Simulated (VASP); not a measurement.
Output of a VASP run:

### OSZICAR
```
...
DAV:   7    -0.129607057763E+02    0.28726E-01   -0.68311E-01   880   0.489E+00    0.336E+00
DAV:   8    -0.129540927300E+02    0.66130E-02   -0.10347E-01   964   0.355E+00    0.486E-01
DAV:   9    -0.129526737217E+02    0.14190E-02   -0.17518E-02   926   0.165E+00    0.124E-01
DAV:  10    -0.129527052252E+02   -0.31504E-04   -0.16002E-03   850   0.405E-01    0.724E-02
DAV:  11    -0.129527416657E+02   -0.36441E-04   -0.11303E-04   918   0.102E-01    0.329E-02
DAV:  12    -0.129527744927E+02   -0.32827E-04   -0.46751E-05   906   0.522E-02    0.186E-02
DAV:  13    -0.129527784608E+02   -0.39681E-05   -0.73696E-06   886   0.171E-02    0.614E-03
DAV:  14    -0.129527784457E+02    0.15106E-07   -0.17572E-06   664   0.834E-03
   1 F= -.12952778E+02 E0= -.12952778E+02  d E =-.129528E+02
       N       E                     dE             d eps       ncg     rms          rms(c)
DAV:   1    -0.129657521024E+02   -0.12974E-01   -0.35431E-01   772   0.600E+00    0.821E-01
DAV:   2    -0.129547401073E+02    0.11012E-01   -0.34057E-02   850   0.232E+00    0.286E-01
DAV:   3    -0.129535652880E+02    0.11748E-02   -0.34150E-03   838   0.507E-01    0.241E-01
DAV:   4    -0.129533828678E+02    0.18242E-03   -0.34212E-04   814   0.147E-01    0.418E-02
DAV:   5    -0.129533634978E+02    0.19370E-04   -0.11891E-04   910   0.133E-01    0.216E-02
DAV:   6    -0.129533649965E+02   -0.14987E-05   -0.12182E-05   838   0.338E-02    0.917E-03
DAV:   7    -0.129533653399E+02   -0.34340E-06   -0.53162E-07   458   0.585E-03
   2 F= -.12953365E+02 E0= -.12953365E+02  d E =-.586894E-03
       N       E                     dE             d eps       ncg     rms          rms(c)
DAV:   1    -0.129536611882E+02   -0.29619E-03   -0.79492E-03   778   0.903E-01    0.125E-01
DAV:   2    -0.129534174221E+02    0.24377E-03   -0.75862E-04   856   0.347E-01    0.440E-02
DAV:   3    -0.129533901353E+02    0.27287E-04   -0.75085E-05   832   0.758E-02    0.371E-02
DAV:   4    -0.129533832096E+02    0.69257E-05   -0.77660E-06   826   0.215E-02    0.648E-03
DAV:   5    -0.129533821591E+02    0.10505E-05   -0.25835E-06   600   0.197E-02    0.300E-03
DAV:   6    -0.129533820388E+02    0.12023E-06   -0.30770E-07   392   0.575E-03
   3 F= -.12953382E+02 E0= -.12953382E+02  d E =-.603593E-03
       N       E                     dE             d eps       ncg     rms          rms(c)
DAV:   1    -0.129535873786E+02   -0.20522E-03   -0.50282E-02   748   0.150E+00    0.752E-02
DAV:   2    -0.129535469942E+02    0.40384E-04   -0.58385E-04   916   0.210E-01    0.343E-02
DAV:   3    -0.129535258404E+02    0.21154E-04   -0.31553E-05   862   0.468E-02    0.223E-02
DAV:   4    -0.129535183377E+02    0.75027E-05   -0.11668E-05   912   0.295E-02    0.719E-03
DAV:   5    -0.129535177965E+02    0.54114E-06   -0.23248E-06   596   0.130E-02
   4 F= -.12953518E+02 E0= -.12953518E+02  d E =-.135758E-03
       N       E                     dE             d eps       ncg     rms          rms(c)
DAV:   1    -0.129537587776E+02   -0.24044E-03   -0.11860E-01   748   0.230E+00    0.116E-01
DAV:   2    -0.129536629033E+02    0.95874E-04   -0.13829E-03   916   0.324E-01    0.521E-02
DAV:   3    -0.129536130537E+02    0.49850E-04   -0.74479E-05   862   0.719E-02    0.340E-02
DAV:   4    -0.129535959127E+02    0.17141E-04   -0.27737E-05   912   0.455E-02    0.110E-02
DAV:   5    -0.129535949441E+02    0.96860E-06   -0.58069E-06   874   0.200E-02
   5 F= -.12953595E+02 E0= -.12953595E+02  d E =-.212905E-03
```

OUTCAR:
```
------------------------ aborting loop because EDIFF is reached ----------------------------------------
  FORCE on cell =-STRESS in cart. coord.  units (eV):
  Direction    XX          YY          ZZ          XY          YZ          ZX
  --------------------------------------------------------------------------------------
  Total        0.0012295      0.0012295     -0.0561180      0.0000000      0.0000000      0.0000000
  in kB        0.0186661      0.0186661     -0.8520044      0.0000000      0.0000000      0.0000000
  external PRESSURE =      -0.2715574 kB  Pullay stress =       0.0000000 kB
  volume of cell :      105.53
      direct lattice vectors                 reciprocal lattice vectors
     4.210201941  0.000000000  0.000000000     0.237518298  0.137131256  0.000000000
    -2.105100971  3.646141764 -0.000000000    -0.000000000  0.274262512  0.000000000
     0.000000000 -0.000000000  6.874389313    -0.000000000  0.000000000  0.145467467
 POSITION                                       TOTAL-FORCE (eV/Angst)
 -----------------------------------------------------------------------------------
     -2.10510      3.64614      3.36170        -0.000000      0.000000     -0.017848
     -0.00000      2.43076      0.07397         0.000000     -0.000000     -0.002517
     -0.00000      2.43076      4.30870        -0.000000     -0.000000      0.011237
     -0.00000     -0.00000      0.83487         0.000000     -0.000000      0.009128
 -----------------------------------------------------------------------------------
    total drift:                                0.001483     -0.000856      0.000312
  FREE ENERGIE OF THE ION-ELECTRON SYSTEM (eV)
  ---------------------------------------------------
  free  energy   TOTEN  =       -12.9535949441 eV

  energy  without entropy=      -12.9535949441  energy(sigma->0) =      -12.95359494

 reached required accuracy - stopping structural energy minimisation
```
(Selected blocks of OUTCAR.)

File POSCAR:
```
Cd2SeS
1
    4.2204944696    -0.0000000000     0.0000000000
   -2.1102472348     3.6550553547    -0.0000000000
    0.0000000000     0.0000000000     6.8690319257
Cd Se S
2 1 1
Direct
  0.0000000000   0.0000000000   0.4896890122
  0.3333330000   0.6666670000   0.0099705543
  0.3333330000   0.6666670000   0.6261774218
  1.0000000000   0.0000000000   0.1221630117
```

### Question
Write an INCAR and KPOINTS that could have produced this output.

### Answer
One answer among several that fit: the input of the run itself, PBEsol GGA, plane waves, VASP's PBE PAW potentials (set 64).

### KPOINTS
```
Automatic mesh
0
Gamma
6 6 3
0 0 0
```

### INCAR
```
SYSTEM = Cd2SeS
PREC = Accurate
ENCUT = 400
EDIFF = 1E-6
NELM = 100
ALGO = Normal
LREAL = .FALSE.
LASPH = .TRUE.
ISMEAR = 0
SIGMA = 0.05
GGA = PS
LMAXMIX = 4
LWAVE = .FALSE.
LCHARG = .FALSE.
IBRION = 2
ISIF = 3
NSW = 60
EDIFFG = -0.02
```

POTCAR, in this order: Cd Se S (PBE.64 set). Program: vasp_std.

The structure comes from a computed database's Cd2SeS entry (P3m1); how it stands against other phases isn't given here. This run relaxes it. Symmetry was kept, so distortions that lower it aren't found. The start is the result of an earlier pass.
